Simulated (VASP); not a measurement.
# RbAgBr2: structure and properties in VASP, part 2 of 6

Aim: relax RbAgBr2, then compute properties on the relaxed cell. The cell is invented: it takes the structure of a Materials Project entry for RbBr (space group 221 there), with some of its atoms replaced by other elements, volume scaled by an estimate. It may not be a known or stable phase.

VASP 6.6.1, plane waves and PAW; the level of theory is named at each step.

So far, gap on the k-mesh (eV): step 2 (rough relaxation of the start cell) 1.72.

## 3. Full relaxation (optB86b-vdW)

Level of this step: optB86b-vdW; plane waves and PAW (Ag, Rb_sv, Br); invented cell (VASP).

Properties are meant for the cell that this level of theory prefers, so cell and atoms are relaxed first (ISIF = 3) until forces and stress are small; EDIFFG sets the threshold.

The input, INCAR:

```
SYSTEM = RbAgBr2
PREC = Accurate
ENCUT = 400
EDIFF = 1E-06
NELM = 100
ISMEAR = -1
SIGMA = 0.05
LREAL = .FALSE.
ALGO = Normal
GGA = MK
AGGAC = 0
LUSE_VDW = .TRUE.
PARAM1 = 0.1234
PARAM2 = 1
LASPH = .TRUE.
NBANDS = 23
LORBIT = 11
LWAVE = .FALSE.
LCHARG = .FALSE.
KPAR = 2
IBRION = 2
NSW = 60
ISIF = 3
EDIFFG = -0.01
```

The input, POSCAR:

```
RbAgBr2
1.0
    3.7693267963      0.0000000000      0.0000000000
    0.0000000000      3.7693267963      0.0000000000
    0.0000000000      0.0000000000      7.7699245059
Ag Rb Br
1 1 2
Direct
    0.0000000000      0.0000000000      0.5000000000
    0.0000000000      0.0000000000      0.0000000000
    0.5000000000      0.5000000000      0.7227878189
    0.5000000000      0.5000000000      0.2772121811
```

The input, KPOINTS:

```
Automatic mesh
0
Gamma
6 6 3
0 0 0
```

The projector-augmented-wave data sets are Ag, Rb_sv and Br (PBE family, release 64).

Run with:

```console
> mpirun -np 2 vasp_std
```

What it wrote:

```text
[banner, memory and clock lines left out]
running    2 mpi-ranks, on    1 nodes
 distrk:  each k-point on    1 cores,    2 groups
 distr:  one band on    1 cores,    1 groups

 POSCAR found type information on POSCAR AgRbBr
 POSCAR found :  3 types and       4 ions
 [... a notice as in an earlier step ...]

 [... a notice as in an earlier step ...]

 LDA part: xc-table for (Slater+PW92), standard interpolation
 POSCAR, INCAR and KPOINTS ok, starting setup
 FFT: planning ... GRIDC
 FFT: planning ... GRID_SOFT
 FFT: planning ... GRID
 WAVECAR not read
 entering main loop
       N       E                     dE             d eps       ncg     rms          rms(c)
DAV:   1     0.190757785817E+03    0.19076E+03   -0.13528E+04   920   0.108E+03
DAV:   2     0.786088687279E+01   -0.18290E+03   -0.17474E+03  1161   0.227E+02
DAV:   3    -0.242689907135E+01   -0.10288E+02   -0.10243E+02  1153   0.563E+01
DAV:   4    -0.267774116278E+01   -0.25084E+00   -0.25071E+00  1341   0.785E+00
DAV:   5    -0.268048831354E+01   -0.27472E-02   -0.27470E-02  1166   0.814E-01    0.517E+00
DAV:   6    -0.214326897182E+01    0.53722E+00   -0.99976E-01  1013   0.970E+00    0.340E+00
DAV:   7    -0.211160052153E+01    0.31668E-01   -0.46987E-01  1088   0.411E+00    0.187E+00
DAV:   8    -0.211101382659E+01    0.58669E-03   -0.41826E-02  1095   0.178E+00    0.476E-01
DAV:   9    -0.211090917723E+01    0.10465E-03   -0.45383E-03  1130   0.872E-01    0.116E-01
DAV:  10    -0.211108099503E+01   -0.17182E-03   -0.96205E-04  1126   0.232E-01    0.473E-02
DAV:  11    -0.211114714200E+01   -0.66147E-04   -0.19475E-04  1300   0.144E-01    0.294E-02
DAV:  12    -0.211114086077E+01    0.62812E-05   -0.51374E-05  1130   0.612E-02    0.801E-03
DAV:  13    -0.211114105532E+01   -0.19455E-06   -0.71738E-06  1158   0.137E-02
   1 F= -.21111411E+01 E0= -.21111411E+01  d E =-.211114E+01
 curvature:   0.00 expect dE= 0.000E+00 dE for cont linesearch  0.000E+00
 trial: gam= 0.00000 g(F)=  0.296E-04 g(S)=  0.157E-02 ort = 0.000E+00 (trialstep = 0.100E+01)
 search vector abs. value=  0.160E-02
 bond charge predicted
       N       E                     dE             d eps       ncg     rms          rms(c)
DAV:   1    -0.212599647141E+01   -0.14856E-01   -0.28861E-01   927   0.415E+00    0.718E-01
DAV:   2    -0.211375580299E+01    0.12241E-01   -0.33081E-02  1067   0.173E+00    0.245E-01
DAV:   3    -0.211226602865E+01    0.14898E-02   -0.40891E-03  1074   0.387E-01    0.156E-01
DAV:   4    -0.211211556639E+01    0.15046E-03   -0.76677E-04  1304   0.208E-01    0.318E-02
DAV:   5    -0.211211362805E+01    0.19383E-05   -0.10874E-04  1089   0.109E-01    0.250E-02
DAV:   6    -0.211211710717E+01   -0.34791E-05   -0.20409E-05  1144   0.280E-02    0.554E-03
DAV:   7    -0.211211639213E+01    0.71504E-06   -0.14295E-06   756   0.131E-02
   2 F= -.21121164E+01 E0= -.21121164E+01  d E =-.975337E-03
[...]
3 F= -.21120547E+01 E0= -.21120547E+01  d E =-.913600E-03
[...]
4 F= -.21121874E+01 E0= -.21121874E+01  d E =-.104631E-02
[...]
5 F= -.21121884E+01 E0= -.21121884E+01  d E =-.104737E-02
[...]
6 F= -.21121859E+01 E0= -.21121859E+01  d E =-.104488E-02
[...]
7 F= -.21121876E+01 E0= -.21121876E+01  d E =-.104654E-02
[...]
8 F= -.21122514E+01 E0= -.21122514E+01  d E =-.638299E-04
 trial-energy change:   -0.000064  1 .order   -0.000063   -0.000077   -0.000049
 step:   2.8916(harm=  2.8916)  dis= 0.00171  next Energy=    -2.112293 (dE=-0.105E-03)
 bond charge predicted
       N       E                     dE             d eps       ncg     rms          rms(c)
DAV:   1    -0.211257957807E+01   -0.32818E-03   -0.24645E-02   920   0.934E-01    0.101E-01
DAV:   2    -0.211239128814E+01    0.18829E-03   -0.42213E-04  1137   0.157E-01    0.537E-02
DAV:   3    -0.211230164624E+01    0.89642E-04   -0.88612E-05  1130   0.686E-02    0.187E-02
DAV:   4    -0.211229487647E+01    0.67698E-05   -0.18873E-05  1116   0.284E-02    0.703E-03
DAV:   5    -0.211229502842E+01   -0.15195E-06   -0.84363E-07   607   0.725E-03
   9 F= -.21122950E+01 E0= -.21122950E+01  d E =-.107431E-03
 curvature:  -1.44 expect dE=-0.174E-04 dE for cont linesearch -0.964E-10
 trial: gam= 0.16533 g(F)=  0.803E-05 g(S)=  0.406E-05 ort =-0.696E-07 (trialstep = 0.143E+01)
 search vector abs. value=  0.141E-04
 reached required accuracy - stopping structural energy minimisation
```

The job ended after 6 min (2 MPI ranks of AMD EPYC 7R43, shared host; peak memory 0.85 GiB; 12 min of CPU time).

From OUTCAR (step 3):

```text
  LATTYP: Found a simple tetragonal cell.
 ALAT       =     3.7693267963
 C/A-ratio  =     2.0613560261

The static configuration has the point symmetry D_4h.

 Found     20 irreducible k-points:

   k-points           NKPTS =     20   k-points in BZ     NKDIM =     20   number of bands    NBANDS=     23

   dimension x,y,z NGX =    28 NGY =   28 NGZ =   54
   dimension x,y,z NGXF=    56 NGYF=   56 NGZF=  108

   ENCUT  =  400.0 eV  29.40 Ry    5.42 a.u.   6.15  6.15 12.67*2*pi/ulx,y,z

   NELECT =      34.0000    total number of electrons

 E-fermi :   2.4355

 k-point     1 :       0.0000    0.0000    0.0000
  band No.  band energies     occupation
    ...
     13       0.7229      2.00000
     14       0.7241      2.00000
     15       0.7241      2.00000
     16       1.3905      2.00000
     17       1.3905      2.00000
     18       3.2633      0.00000
     19       6.6326      0.00000
     20       6.8663      0.00000
     21       7.0497      0.00000
     22       9.6472      0.00000
    ...

 k-point     2 :       0.1667    0.0000    0.0000
  band No.  band energies     occupation
    ...
     13       0.0461      2.00000
     14       0.4570      2.00000
     15       0.9439      2.00000
     16       1.1324      2.00000
     17       1.3561      2.00000
     18       4.1020      0.00000
     19       6.6181      0.00000
     20       7.5405      0.00000
     21       7.5848      0.00000
     22       8.8039      0.00000
    ...

Total vdW correction in eV:      6.5240183

  Total       -0.0035726     -0.0035726     -0.0176477      0.0000000      0.0000000      0.0000000
  in kB       -0.0523266     -0.0523266     -0.2584785      0.0000000      0.0000000      0.0000000
  external PRESSURE =      -0.1210439 kB  Pullay stress =       0.0000000 kB

  energy-cutoff  :      400.00
  volume of cell :      109.39
      direct lattice vectors                 reciprocal lattice vectors
     3.751694803  0.000000000  0.000000000     0.266546202 -0.000000000  0.000000000
     0.000000000  3.751694803  0.000000000     0.000000000  0.266546202  0.000000000
    -0.000000000 -0.000000000  7.771762575     0.000000000 -0.000000000  0.128670941

 POSITION                                       TOTAL-FORCE (eV/Angst)
 -----------------------------------------------------------------------------------
     -0.00000      3.75169      3.88588         0.000000      0.000000      0.000000
      0.00000      3.75169      0.00000         0.000000      0.000000      0.000000
      1.87585      1.87585      5.61450         0.000000      0.000000     -0.009123
      1.87585      1.87585      2.15726        -0.000000     -0.000000      0.009123
 -----------------------------------------------------------------------------------
    total drift:                                0.000000      0.000000      0.000000

  FREE ENERGIE OF THE ION-ELECTRON SYSTEM (eV)
  ---------------------------------------------------
  free  energy   TOTEN  =        -2.1122950284 eV

  energy  without entropy=       -2.1122950262  energy(sigma->0) =       -2.11229503

Total vdW correction in eV:      6.5240344

 total charge
# of ion       s       p       d       tot
------------------------------------------
    1        0.165   0.097   9.364   9.626
    2        1.942   5.361   0.035   7.337
    3        1.623   3.240   0.009   4.873
    4        1.623   3.240   0.009   4.873
--------------------------------------------------
tot          5.353  11.938   9.417  26.709

[... 2 parts as in an earlier step ...]

[... 7 further parts left out ...]
```

CONTCAR:

```
RbAgBr2
   1.00000000000000
     3.7516948034838404    0.0000000000000000    0.0000000000000000
     0.0000000000000000    3.7516948034838404    0.0000000000000000
    -0.0000000000000000   -0.0000000000000000    7.7717625749172035
  Ag              Rb              Br
     1     1     2
Direct
     0.0000000000000000    1.0000000000000000    0.5000000000000000
     0.0000000000000000    1.0000000000000000    0.0000000000000000
     0.5000000000000000    0.5000000000000000    0.7224232091316659
     0.5000000000000000    0.5000000000000000    0.2775767908683340
```

Step by step:

| step | energy less that of the first step (eV) | largest force (eV/Å) | pressure (GPa) | volume (Å³) |
| --- | --- | --- | --- | --- |
| 1 | 0.0000 | 0.0175 | -0.29 | 110.39 |
| 2 | -0.0010 | 0.0135 | -0.07 | 109.60 |
| 3 | -0.0009 | 0.0101 | 0.12 | 108.93 |
| 4 | -0.0010 | 0.0120 | 0.03 | 109.28 |
| 5 | -0.0010 | 0.0123 | 0.03 | 109.32 |
| 6 | -0.0010 | 0.0126 | 0.00 | 109.37 |
| 7 | -0.0010 | 0.0123 | 0.01 | 109.34 |
| 8 | -0.0011 | 0.0111 | 0.00 | 109.36 |
| 9 | -0.0012 | 0.0091 | -0.01 | 109.39 |

| conventional cell, symmetrised | before | after | change |
| --- | --- | --- | --- |
| a (Å) | 3.769 | 3.752 | -0.5 % |
| b (Å) | 3.769 | 3.752 | -0.5 % |
| c (Å) | 7.770 | 7.772 | +0.0 % |
| volume (Å³/atom) | 27.60 | 27.35 | -0.9 % |

Final coordinates:

```
Ag Rb Br
1.0
     3.75169    0.00000    0.00000
     0.00000    3.75169    0.00000
     0.00000    0.00000    7.77176
Ag Rb Br
1 1 2
Direct
  0.00000 0.00000 0.50000
  0.00000 0.00000 0.00000
  0.50000 0.50000 0.72242
  0.50000 0.50000 0.27758
```

This step gave:

| Quantity | Value |
| --- | --- |
| irreducible k-points | 20 |
| free energy (TOTEN) | -2.112 eV |
| Fermi energy | 2.436 eV |
| pressure | -0.01210 GPa |
| valence top at k | 0.5, 0, 0.3333 |
| SCF cycles over all ionic steps | 56 |
| gap on the k-mesh | 1.758 eV |
| least direct gap on the k-mesh | 1.873 eV |

It ends with a largest force of 0.009 eV/Å and a pressure of -0.01 GPa.

(Part 2 of 6 ends here.)

[Lines on the potential files, build, host, timing and source positions are cut from VASP's logs without a mark.]

[Logs are printed without paths, hosts, clocks, repeated set-up lines and the standing remarks that a program may print on its own settings, such as how far it seeks lower states.]

[Hosts, paths, dates, database ids (printed as entryN), source tags and the programs' standing remarks are cut or masked in the printed files.]

[A measured line is paired with the nearest computed mode of its activity, which favours agreement.]
